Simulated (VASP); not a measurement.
Consider the following.

```yaml
crystal:
  lattice:
    - [0.00000, 3.09060, 3.09060]
    - [3.09060, 0.00000, 3.09060]
    - [3.09060, 3.09060, 0.00000]
  atoms:
    - { symbol: In, position: [0.00000, 0.00000, 0.00000] }
    - { symbol: As, position: [0.25000, 0.25000, 0.25000] }
```

Calculation: PBE GGA, VASP's PBE PAW potentials (set 64) (plane waves; VASP). Numerical set-up: 175 eV cut-off, 7×7×7 Γ-centred mesh, Gaussian smearing of 0.050 eV, potentials In_d As.

At this cut-off the stress carries a Pulay error, which pulls relaxed volumes low.

Q: Give the stress tensor in GPa (positive for a compressed cell).

A: 
```
-36.96    0.00    0.00
  0.00  -36.96    0.00
  0.00    0.00  -36.96
```
The pressure is its mean diagonal, -36.96 GPa.

The compound is InAs in the zinc blende structure. The cell was not relaxed at this level. The run is one of a series of settings (ENCUT = 175 against the base run), some of them coarse on purpose.
